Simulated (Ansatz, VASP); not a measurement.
Y3F: VASP beside Ansatz

```
Y F
1.0
     6.26665    0.00000    0.00000
    -3.13333    5.42708    0.00000
     0.00000    0.00000    3.36199
Y F
3 1
Cartesian
  3.1333 0.0000 0.0000
  -1.5667 2.7135 0.0000
  1.5667 2.7135 0.0000
  0.0000 0.0000 0.0000
```

The cell was built by a generator and needn't be a form met in nature.

Alike in both runs: task band structure; functional r2SCAN; k mesh 4 × 4 × 6; occupations fermi-dirac, width 0.05 eV; no spin polarisation.

|  | VASP | Ansatz |
| --- | --- | --- |
| version | VASP 6.6.1 | Ansatz 0.2.0 |
| potentials or method | VASP PAW PBE potentials, release 64 (Y_sv, F) | Ansatz PAW |
| plane-wave cutoff (eV) | 520 | 500 |
| valence electrons in the cell | 40 | 40 |

|  | VASP | Ansatz | Ansatz less VASP |
| --- | --- | --- | --- |
| gap on the k mesh at the Fermi level (eV) | none | none | - |
| pressure (GPa) | -0.5 | -0.5 | -0.01 |
| largest component of the traceless stress (GPa) | 0.74 | 0.74 | +0.004 |

A gap of «none» marks a metal or a gap that the smearing closes. With one functional, cell and mesh, what is left measures potentials, basis and numerics.

Caveats: the PAW data sets were made with another functional, which shifts forces and pressure a little (VASP); the PAW data sets come from PBE, with cores solved anew for the run's functional, which leaves a small shift of forces and pressure (Ansatz).
